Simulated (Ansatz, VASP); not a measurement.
**GaCuCCl4O: VASP beside Ansatz**

Wanted: the spread between two codes on one cell, functional and k mesh. The cell is taken from a series of runs on this material, whose earlier steps may have relaxed, scaled, displaced or heated it; both programs get it as it stands.

Method: plane waves, with VASP 6.6.1 beside it; single point at HSE06, in Ansatz 0.2.0.

**1. The structure**

The cell holds 16 atoms: 2 Ga, 2 Cu, 2 C, 8 Cl and 2 O. Cell: a = 6.877 Å, b = 7.015 Å, c = 8.759 Å, α = 81.0°, β = 69.5°, γ = 85.7°. It derives from GaCuCCl4O.

**2. Ansatz: single point, HSE06**

Ansatz runs on its PAW soft_1 files.

With cell and atoms fixed, the geometry can't cause a difference; cores, projectors, grids and the points listed under the comparison can.

The input, input.yaml:

```yaml
crystal:
  lattice:
    - [6.8769, 0.0, 0.0]
    - [0.522228115, 6.9960358808, 0.0]
    - [3.0741926905, 1.1449101349, 8.1219214749]
  atoms:
    - { symbol: Ga, position: [0.2081665666, 0.7574132111, 0.7643240985] }
    - { symbol: Ga, position: [0.7918334334, 0.2425867889, 0.2356759015] }
    - { symbol: Cu, position: [0.022745104, 0.7338024064, 0.2203571138] }
    - { symbol: Cu, position: [0.977254896, 0.2661975936, 0.7796428862] }
    - { symbol: C, position: [0.2827240723, 0.7757339647, 0.2143510568] }
    - { symbol: C, position: [0.7172759277, 0.2242660353, 0.7856489432] }
    - { symbol: Cl, position: [0.9210642142, 0.756937292, 0.9889027727] }
    - { symbol: Cl, position: [0.0789357858, 0.243062708, 0.0110972273] }
    - { symbol: Cl, position: [0.7852164132, 0.9565929156, 0.3873724251] }
    - { symbol: Cl, position: [0.2147835868, 0.0434070844, 0.6126275749] }
    - { symbol: Cl, position: [0.8424017929, 0.4560128272, 0.3819958627] }
    - { symbol: Cl, position: [0.1575982071, 0.5439871728, 0.6180041373] }
    - { symbol: Cl, position: [0.4876463372, 0.6931938752, 0.8219630673] }
    - { symbol: Cl, position: [0.5123536628, 0.3068061248, 0.1780369327] }
    - { symbol: O, position: [0.4396928157, 0.8115366937, 0.2184202269] }
    - { symbol: O, position: [0.5603071843, 0.1884633063, 0.7815797731] }
kpoints:
  mp_grid: { grid: [2, 2, 2] }
  band_path:
    path:
      - [0.0, 0.0, 0.0]
      - [0.0, -0.5, 0.0]
      - [-0.5, 0.0, 0.0]
      - [0.0, 0.0, -0.5]
      - [-0.5, -0.5, -0.5]
      - [-0.5, 0.0, -0.5]
      - [0.0, -0.5, -0.5]
      - [-0.5, -0.5, 0.0]
    npoints: 1
hamiltonian:
  xc: hse06
  pseudopotentials: { kind: paw, azcp: { folder: soft_1 } }
scf:
  occupations: { method: fixed }
  n_extra_bands: 9
output:
  eigenvalues: true
```

Command:

```console
$ ansatz run input.yaml --threads 2 --pin off --max-ram 73728MiB --backend cuda --events-out ev --progress --plain --runs-dir out --devices 1 --max-vram 13GiB
```

Numbers of over 12 decimals in the logs are rounded to 6 here.

The program printed:

```text
scf.n_extra_bands = 9 over 70 filled bands (N_el = 140.0): the run solves 79 bands
GPUs: using 1 of 1 available (devices: 1).
Engine: ansatz 0.2.0, x86_64-unknown-linux-gnu
Pseudopotentials: kind: paw
Pseudopotential: Ga, paw, valence charge 13, recommended cutoff 420 eV (normal), soft_1/Ga.paw.azcp
Pseudopotential: Cu, paw, valence charge 19, recommended cutoff 420 eV (normal), soft_1/Cu.paw.azcp
Pseudopotential: C, paw, valence charge 4, recommended cutoff 420 eV (normal), soft_1/C.paw.azcp
Pseudopotential: Cl, paw, valence charge 7, recommended cutoff 420 eV (normal), soft_1/Cl.paw.azcp
Pseudopotential: O, paw, valence charge 6, recommended cutoff 420 eV (normal), soft_1/O.paw.azcp
Functional definition: HSE06
  parameter a = 0.25
  parameter omega = 0.11/bohr
  exchange = pbe_x - a*pbe_x_sr(omega) + a*exact_x_sr(omega)
  correlation = pbe_c
davidson cushion auto → on  (no smearing: the cushion is to keep the highest requested band from converging to the state above it; pin scf.eigensolver.cushion to override)
device memory: the entry about to start is reckoned to put 3.3 GiB on a device that reports 49.7 GiB free (of which the cap on the GPU budget leaves the run 13.0 GiB)
GPU FFT provider: cuFFT
GPU libraries: cuBLAS 13.8.2, cuFFT 12.4.0, cuSOLVER 12.3.4
Crystal: 16 atoms, lattice volume = 390.754 Å³
Basis set: ecut = 420 eV, 7629 PW (Γ)
Bands: 79, of which v1, the nominal top of the filled ones, is band 70 counted from 1 (69 counted from 0)
Symmetry: 2 space group operations
Space group: P-1 (ITA 2), of the structure as read, at distance tolerance 7.3e-5 Å
k-points: 8
Non-local potential: Ga, projectors of the file, l = 0: 2, l = 1: 2, l = 2: 3, l = 3: 1
Non-local potential: Cu, projectors of the file, l = 0: 3, l = 1: 2, l = 2: 3, l = 3: 1
Non-local potential: C, projectors of the file, l = 0: 2, l = 1: 2, l = 2: 1
Non-local potential: Cl, projectors of the file, l = 0: 2, l = 1: 2, l = 2: 1
Non-local potential: O, projectors of the file, l = 0: 2, l = 1: 2, l = 2: 1
PAW form: soft (Blöchl's): semilocal exchange-correlation on the pseudo side does not see the compensation charge
PAW frozen core: Ga, regenerated for the run's functional, and the local potential with it (the file was generated under x = pbe(κ = 0.804, μ = 0.219515), c = pbe(β = 0.066725))
PAW frozen core: Cu, regenerated for the run's functional, and the local potential with it (the file was generated under x = pbe(κ = 0.804, μ = 0.219515), c = pbe(β = 0.066725))
PAW frozen core: C, regenerated for the run's functional, and the local potential with it (the file was generated under x = pbe(κ = 0.804, μ = 0.219515), c = pbe(β = 0.066725))
PAW frozen core: Cl, regenerated for the run's functional, and the local potential with it (the file was generated under x = pbe(κ = 0.804, μ = 0.219515), c = pbe(β = 0.066725))
PAW frozen core: O, regenerated for the run's functional, and the local potential with it (the file was generated under x = pbe(κ = 0.804, μ = 0.219515), c = pbe(β = 0.066725))
PAW one-centre angular grid: Ga, 590 points (default); XC on 64 Gauss nodes
PAW one-centre angular grid: Cu, 590 points (default); XC on 64 Gauss nodes
PAW one-centre angular grid: C, 110 points (default); XC on 64 Gauss nodes
PAW one-centre angular grid: Cl, 110 points (default); XC on 64 Gauss nodes
PAW one-centre angular grid: O, 110 points (default); XC on 96 Gauss nodes
Initial density: superposition of atomic densities (chi_scale 0.1, normalization cell, long waves kept (reshape's long-wave potential 0.29 eV rms))
Initial wavefunctions: pseudopotential atomic-orbital guess
GPU buffer pool allocated for 138240 grid points (all kernels)
GPU transforms: local potential and band sums: pruned to the plane-wave sphere, on 45×48×60
Functional: x = pbe(κ = 0.804, μ = 0.219515), c = pbe(β = 0.066725), warm-up for x = pbe(κ = 0.804, μ = 0.219515) + 0.25 (exact − pbe) at short range (hse, ω = 0.207870 Å⁻¹), c = pbe(β = 0.066725); HSE06 as pw.x's `hse` composes it (authors' and Libxc's form: `xc: wpbeh`)
SCF iter   1: F=—  HF=-31108.967454 eV  |F-HF|=—  |Δ(HF+E_count)|=         —  Δρ=1.03e-1  dr2=4.26e1  ethr=1.00e-1  ⟨swp⟩=4.4  Hψ=1957  notcnv=0
preconditioner: auto → none  [insulator: Δε(μ)=3.612 eV  Ē_g=12.510 eV  n_scr=82 (ndim 8)  ℏωp=20.9 eV  f_vac=0.141]
SCF iter   2: F=—  HF=-31123.492608 eV  |F-HF|=—  |Δ(HF+E_count)|=    1.45e1  Δρ=4.10e-1  dr2=5.62e2  ethr=3.04e-2  ⟨swp⟩=4.6  Hψ=1836  notcnv=0  recentre
SCF iter   3: F=—  HF=-31104.607996 eV  |F-HF|=—  |Δ(HF+E_count)|=    1.89e1  Δρ=8.26e-2  dr2=2.41e1  ethr=3.04e-2  ⟨swp⟩=4.0  Hψ=1903  notcnv=0
SCF iter   4: F=—  HF=-31100.182102 eV  |F-HF|=—  |Δ(HF+E_count)|=    4.43e0  Δρ=5.01e-2  dr2=9.29e0  ethr=1.72e-2  ⟨swp⟩=2.0  Hψ=1392  notcnv=0
iter 5 solved again at ethr=2.78e-4 eV; its pass at ethr=6.63e-3 eV (dr2=3.90e-1 eV) is discarded
[...]
GPU FFT provider: cuFFT
GPU libraries: cuBLAS 13.8.2, cuFFT 12.4.0, cuSOLVER 12.3.4
Initial density: handed on by an earlier stage of this run
Initial wavefunctions: those handed on with the density
GPU buffer pool allocated for 138240 grid points (all kernels)
GPU transforms: local potential and band sums: pruned to the plane-wave sphere, on 45×48×60
Functional: x = pbe(κ = 0.804, μ = 0.219515) + 0.25 (exact − pbe) at short range (hse, ω = 0.207870 Å⁻¹), c = pbe(β = 0.066725); HSE06 as pw.x's `hse` composes it (authors' and Libxc's form: `xc: wpbeh`)
Exchange kernel: α = 0.2500, screened, ω = 0.2079 Å⁻¹, Wigner–Seitz truncation, v(0) = 1023.2120 eV·Å³, q-mesh 2×2×2, nearest image of the exchange supercell L = 13.75 Å, pair-density grid 30×36×45, without the augmentation charges, whose exchange is taken in its separable form by FFT convolution over the k-point mesh (sized by the pseudopotential files, 45×48×60 at the most), smooth part of the exact exchange by density-matrix convolution in up to 5.93 GiB of GPU memory as planned if the GPU has room (build and FFT work areas not counted)
Frozen-core exchange: fock
SCF iter   1: F=—  HF=-31102.767246 eV  |F-HF|=—  |Δ(HF+E_count)|=         —  Δρ=2.31e-2  dr2=1.48e0  ethr=9.85e-7  ⟨swp⟩=8.1  Hψ=3820  notcnv=0
preconditioner: auto → none  [insulator: Δε(μ)=5.405 eV  Ē_g=13.337 eV  n_scr=82 (ndim 8)  ℏωp=20.6 eV  f_vac=0.195]
SCF iter   2: F=—  HF=-31102.473701 eV  |F-HF|=—  |Δ(HF+E_count)|=   2.94e-1  Δρ=4.22e-3  dr2=6.51e-2  ethr=9.85e-7  ⟨swp⟩=6.2  Hψ=3245  notcnv=0
SCF iter   3: F=—  HF=-31102.525225 eV  |F-HF|=—  |Δ(HF+E_count)|=   5.15e-2  Δρ=3.17e-3  dr2=2.63e-2  ethr=9.85e-7  ⟨swp⟩=6.0  Hψ=2737  notcnv=0
SCF iter   4: F=—  HF=-31102.524753 eV  |F-HF|=—  |Δ(HF+E_count)|=   4.72e-4  Δρ=1.99e-3  dr2=1.08e-2  ethr=9.85e-7  ⟨swp⟩=4.0  Hψ=2097  notcnv=0
SCF iter   5: F=—  HF=-31102.525204 eV  |F-HF|=—  |Δ(HF+E_count)|=   4.51e-4  Δρ=1.07e-3  dr2=6.69e-3  ethr=9.85e-7  ⟨swp⟩=4.0  Hψ=2111  notcnv=0
SCF iter   6: F=—  HF=-31102.524147 eV  |F-HF|=—  |Δ(HF+E_count)|=   1.06e-3  Δρ=9.26e-5  dr2=1.43e-3  ethr=9.85e-7  ⟨swp⟩=4.0  Hψ=1763  notcnv=0
SCF iter   7: F=—  HF=-31102.532022 eV  |F-HF|=—  |Δ(HF+E_count)|=   7.88e-3  Δρ=1.31e-3  dr2=4.81e-3  ethr=1.90e-8  ⟨swp⟩=7.6  Hψ=2929  notcnv=0  defer=3
SCF iter   8: F=-31102.530897 eV  HF=-31102.530919 eV  |F-HF|=2.18e-5  |Δ(HF+E_count)|=   1.10e-3  Δρ=8.26e-5  dr2=4.11e-5  ethr=1.90e-8  ⟨swp⟩=5.0  Hψ=2678  notcnv=0
SCF 2 stopped early in 8 iterations: F = -31102.530897 eV  dr2 = 4.11e-5
hybrid outer 1: dexx = +7.233e-2 eV, tail = 4.20e-4 eV
GPU FFT provider: cuFFT
GPU libraries: cuBLAS 13.8.2, cuFFT 12.4.0, cuSOLVER 12.3.4
GPU buffer pool allocated for 138240 grid points (all kernels)
GPU transforms: local potential and band sums: pruned to the plane-wave sphere, on 45×48×60
Exchange kernel: α = 0.2500, screened, ω = 0.2079 Å⁻¹, Wigner–Seitz truncation, v(0) = 1023.2120 eV·Å³, q-mesh 2×2×2, nearest image of the exchange supercell L = 13.75 Å, pair-density grid 30×36×45, without the augmentation charges, whose exchange is taken in its separable form by FFT convolution over the k-point mesh (sized by the pseudopotential files, 45×48×60 at the most), smooth part of the exact exchange by density-matrix convolution in up to 5.93 GiB of GPU memory as planned if the GPU has room (build and FFT work areas not counted)
Frozen-core exchange: fock
SCF iter   1: F=—  HF=-31102.528981 eV  |F-HF|=—  |Δ(HF+E_count)|=         —  Δρ=9.68e-5  dr2=4.89e-5  ethr=1.50e-6  ⟨swp⟩=4.1  Hψ=1504  notcnv=0
preconditioner: auto → none  [insulator: Δε(μ)=4.937 eV  Ē_g=13.154 eV  n_scr=82 (ndim 8)  ℏωp=20.6 eV  f_vac=0.202]
iter 2 solved again at ethr=1.38e-9 eV; its pass at ethr=2.63e-8 eV (dr2=1.94e-6 eV) is discarded
SCF iter   2: F=—  HF=-31102.528975 eV  |F-HF|=—  |Δ(HF+E_count)|=   6.32e-6  Δρ=3.31e-5  dr2=4.21e-6  ethr=1.38e-9  ⟨swp⟩=3.0  Hψ=3281  notcnv=0
SCF iter   3: F=—  HF=-31102.528986 eV  |F-HF|=—  |Δ(HF+E_count)|=   1.13e-5  Δρ=3.63e-5  dr2=4.59e-6  ethr=1.38e-9  ⟨swp⟩=6.4  Hψ=1964  notcnv=0  defer=8
SCF iter   4: F=-31102.528985 eV  HF=-31102.528985 eV  |F-HF|=2.96e-8  |Δ(HF+E_count)|=   9.64e-7  Δρ=3.88e-6  dr2=7.66e-8  ethr=1.38e-9  ⟨swp⟩=3.1  Hψ=1739  notcnv=0
SCF 3 converged in 4 iterations: F = -31102.528985 eV  dr2 = 7.66e-8
hybrid outer 2: dexx = +1.048e-5 eV, tail = 5.19e-7 eV, Δε = 4.19e-3 eV (about 1.79e-4 eV left of the loop's levels)
the search or the solves at the SCF's close seem to have found levels that the self-consistency loop had missed (the run counts 2). By its estimate they hold under 1e-12 electrons; where the run keeps them, the occupations were computed again with them
device memory: the entry about to start is reckoned to put 1.8 GiB on a device that reports 49.4 GiB free (of which the cap on the GPU budget leaves the run 13.0 GiB)
NSCF: frozen V_eff on 8 k-points
hybrid SCF converged: 2 outer / 12 inner (+11 warm-up), last move |dexx| = 1.05e-5 eV, tail = 5.19e-7 eV
Stability not checked: this state was not tested for a lower state beside it, because the functional holds exact exchange (a hybrid, or Hartree-Fock), whose exchange loop this test does not read (fock_operator; see scf.lower_state_search)
Free energy (F): -31102.528984 eV
Frozen-core exchange: fock
Harris-Foulkes:  -31102.528984 eV  (|F-HF|=2.96e-8)
Internal energy: -31102.528984 eV  (E = F + TS)
E sigma→0 (E₀):  -31102.528984 eV
Fermi energy:    0.467559 eV
--- Per-component energies (eV) ---
  E_band       = -2172.971419
  E_kinetic    = 2450.872320
  E_local      = -22992.270676  (includes V_loc(G=0)·N_el)
  E_nonlocal   = 2043.330968
  E_hartree    = 10324.902410
  E_xc         = -1080.835019
  E_vxc        = -1196.145210  (∫ρ·V_xc dr)
  E_exx        = -491.731707  (= α·E_x^exact, valence–valence)
  E_paw        = -13227.801553  (= ΣΔE_a)
  E_vpaw       = -2145.109011  (= ΣTr[D̂ρ^β])
  E_aug_tail   = 0.003960  (compensation charges beyond the density's cutoff)
  E_ewald      = -8127.796701
  E_core_change = -1.202985  (= ΣΔE_core)
  E_smearing   = -0.000000  (= −TS)
  E_closure    = -0.000000  (closes the sum)
  Σ components = -31102.528984   (vs F -31102.528984, Δ=0.00e0)
--- Band table (eV; the first three rows and the last of 8) ---
  k-point 0: bands = [... 66 lower, 0.1677, 0.1790, 0.3454, 0.4602, 5.4026, 5.8021, 6.0452, 6.1016, ... 5 higher]
  k-point 1: bands = [... 66 lower, 0.1674, 0.2676, 0.3410, 0.4084, 5.5423, 5.7818, 6.0021, 6.0730, ... 5 higher]
  k-point 2: bands = [... 66 lower, 0.1086, 0.1127, 0.3815, 0.4676, 5.8676, 5.9112, 6.0747, 6.1601, ... 5 higher]
  k-point 7: bands = [... 66 lower, 0.0440, 0.2014, 0.3440, 0.4203, 5.9752, 5.9919, 6.0084, 6.1244, ... 5 higher]
```

(Continued in part 2 of 2.)

[Lines on the potential files, build, host, timing and source positions are cut from VASP's logs without a mark.]

[Logs are printed without paths, hosts, clocks, repeated set-up lines and the standing remarks that a program may print on its own settings, such as how far it seeks lower states.]

[Hosts, paths, dates, database ids (printed as entryN), source tags and the programs' standing remarks are cut or masked in the printed files.]
